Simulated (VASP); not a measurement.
**NiBO3: single point with PBEsol**

NiBO3:

```
O Ni B
1.0
     2.27118    3.93380    0.00000
    -2.27118    3.93380    0.00000
     0.00000   -2.62253    4.84454
O Ni B
6 2 2
Direct
  0.95163 0.25000 0.75000
  0.54837 0.95163 0.75000
  0.25000 0.54837 0.75000
  0.04837 0.75000 0.25000
  0.45163 0.04837 0.25000
  0.75000 0.45163 0.25000
  0.00000 0.00000 0.00000
  0.50000 0.50000 0.50000
  0.25000 0.25000 0.75000
  0.75000 0.75000 0.25000
```

The cell was built by a generator and needn't be a form met in nature.

```json
{
 "Program": "VASP 6.6.1",
 "Task": "single point",
 "Functional": "PBEsol",
 "Potentials or basis": "VASP PAW PBE potentials, release 64 (O, Ni, B)",
 "Cutoff": "520 eV",
 "k mesh": "7 × 7 × 7",
 "Occupations": "fermi-dirac, width 0.1 eV",
 "Spin": "no spin polarisation",
 "Dipole correction": "no",
 "Further INCAR settings": "ALGO = Fast; EDIFF = 1e-07; NBANDS = 42"
}
```

```yaml
Pressure: -5.5 GPa
Largest_force: 1.711 eV/Å
Band_gap_on_the_k_mesh: none (metal or under the smearing width)
```

Forces in eV/Å, atoms in the order of the input:
```
O   -0.856 -1.482  0.000
O    1.711  0.000  0.000
O   -0.856  1.482  0.000
O    0.856  1.482  0.000
O   -1.711  0.000  0.000
O    0.856 -1.482  0.000
Ni   0.000  0.000  0.000
Ni   0.000  0.000  0.000
B    0.000  0.000  0.000
B    0.000  0.000  0.000
```

Stress tensor (GPa, compression positive):
```
 -1.31   0.00   0.00
  0.00  -1.31   0.00
  0.00   0.00 -13.77
```

Levels at points of the mesh, in eV from the Fermi level:
| k point | band 27 | band 28 | band 29 | band 30 | band 31 | band 32 | band 33 | band 34 | band 35 | band 36 |
| --- | --- | --- | --- | --- | --- | --- | --- | --- | --- | --- |
| (0.00, 0.00, 0.00) | -1.11 | -1.10 | -1.10 | -0.90 | -0.25 | -0.25 | 1.10 | 1.10 | 5.67 | 5.85 |

It took 3.4 min on 1 thread of AMD EPYC 9R45 96-Core Processor (Zen 5), on a shared host, peak memory 0.27 GiB.

Caveat: the PAW data sets were made with another functional, which shifts forces and pressure a little; the run has no spin polarisation, though such a crystal can be magnetic; semilocal functionals often make such compounds metallic where correlation or magnetic order opens a gap, which also shifts bond lengths. With open d or f shells a metallic result of PBEsol can be an artefact of self-interaction; +U or a hybrid may open a gap.
